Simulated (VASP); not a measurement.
Write the native input for VASP 6.6.1 that does the following.

* Task: density of states
* Functional: PBE
* Potentials or basis: VASP PAW PBE potentials, release 64 (Si, B)
* Cutoff: 520 eV
* k mesh: 10 × 10 × 4
* Occupations: gaussian, width 0.1 eV
* Spin: no spin polarisation
* k mesh for the DOS: 15 × 15 × 6
* Occupations for the DOS: tetrahedron
* Further INCAR settings: ALGO = Normal; EDIFF = 1e-06

The system is SiB.

```
Si B
1.0
     3.40771    0.00000    0.00000
    -1.70386    2.95117    0.00000
     0.00000    0.00000    9.49962
Si B
4 4
Cartesian
  0.0000 0.0000 1.3669
  3.4077 0.0000 8.1327
  0.0000 1.9674 3.2651
  0.0000 1.9674 6.2345
  1.7039 0.9837 3.8899
  1.7039 0.9837 5.6097
  0.0000 1.9674 0.9640
  0.0000 1.9674 8.5356
```

The cell was built by a generator and needn't be a form met in nature.

One way to write it, as run:

POSCAR

```
SiB                                     
1.0
    3.4077129087      0.0000000000     -0.0000000000
   -1.7038564493      2.9511659448      0.0000000000
   -0.0000000000     -0.0000000000      9.4996191455
  Si              B             
     4     4
Direct
     0.0000000000000000    0.0000000000000000    0.1438908053121387
     1.0000000000000000    0.0000000000000000    0.8561091946878613
     0.3333333300000021    0.6666666699999979    0.3437065960596775
     0.3333333300000021    0.6666666699999979    0.6562934039403225
     0.6666666699999979    0.3333333300000021    0.4094843385269190
     0.6666666699999979    0.3333333300000021    0.5905156614730809
     0.3333333300000021    0.6666666699999979    0.1014823765238195
     0.3333333300000021    0.6666666699999979    0.8985176234761805
```

INCAR.step1

```
SYSTEM = SiB
ALGO = Normal ; EDIFF = 1E-6
ENCUT = 520 ; GGA = PE
ISIF = 2 ; ISMEAR = 0
KPAR = 4 ; LASPH = .True.
LCHARG = .True. ; LREAL = .False.
LWAVE = .False. ; NELM = 80
PREC = Accurate ; SIGMA = 0.1
```

KPOINTS.step1

```
k-points
0
Gamma
  10 10 4
  0 0 0
```

INCAR.step2

```
SYSTEM = SiB
ALGO = Normal ; EDIFF = 1E-6
ENCUT = 520 ; GGA = PE
ICHARG = 11 ; ISIF = 2
ISMEAR = -5 ; KPAR = 4
LASPH = .True. ; LCHARG = .False.
LORBIT = 11 ; LREAL = .False.
LWAVE = .False. ; NEDOS = 1001
NELM = 80 ; PREC = Accurate
SIGMA = 0.1
```

KPOINTS.step2

```
k-points
0
Gamma
  15 15 6
  0 0 0
```

Potentials or basis: VASP PAW PBE potentials, release 64 (Si, B).

Launch:

```console
$ cat potpaw_PBE.64/Si/POTCAR potpaw_PBE.64/B/POTCAR > POTCAR
$ cp INCAR.step1 INCAR
$ cp KPOINTS.step1 KPOINTS
$ mpirun -np 4 vasp_std > vasp.out
$ cp INCAR.step2 INCAR
$ cp KPOINTS.step2 KPOINTS
$ mpirun -np 4 vasp_std > vasp.out
```

It gave:

| Item | Value |
| --- | --- |
| Valence electrons inside the program's atomic spheres | Si 1.67, 1.61; B 1.88, 1.90 |

Wall time 32 s on 4 MPI ranks on Intel(R) Xeon(R) Platinum 8559C (Emerald Rapids) (shared host), peak memory 0.3 GiB a rank.
